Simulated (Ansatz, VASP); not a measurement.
# Cr2Co: VASP beside Ansatz

```xyz
6
Lattice="0.0000 3.2024 3.2024 3.2024 0.0000 3.2024 3.2024 3.2024 0.0000" Properties=species:S:1:pos:R:3 pbc="T T T"
Co    0.0000    0.0000    0.0000
Co    1.6012    1.6012    1.6012
Cr    4.0029    4.0029    4.0029
Cr    4.0029    2.4018    2.4018
Cr    2.4018    4.0029    2.4018
Cr    2.4018    2.4018    4.0029
```

Change from the starting cell: volume scaled by 0.94.

Alike in both runs: task single point; functional PBE; k mesh 7 × 7 × 7; occupations fermi-dirac, width 0.05 eV; collinear spin, ferromagnetic start.

```csv
,VASP,Ansatz
version,VASP 6.6.1,Ansatz 0.2.0
potentials or method,"VASP PAW PBE potentials, release 64 (Co, Cr_pv)",Ansatz PAW
plane-wave cutoff (eV),520,420
valence electrons in the cell,66,90
```

Ansatz gave:

```
gap on the k mesh at the Fermi level (eV)                     : none
pressure (GPa)                                                : 13.7
net moment per atom (μB)                                      : 0.09
size of the moment on the site where the two differ most (μB) : 0.32
```

Which values does VASP return?

gap on the k mesh at the Fermi level (eV): none; pressure (GPa): 13.6; net moment per atom (μB): 0.09; size of the moment on the site where the two differ most (μB): 0.29.

Site moments also hang on the region over which each program counts them. A gap of «none» marks a metal or a gap that the smearing closes. The two sets of potentials don't hold the same shells in valence.

Caveats: the starting moments weren't kept (Ansatz).
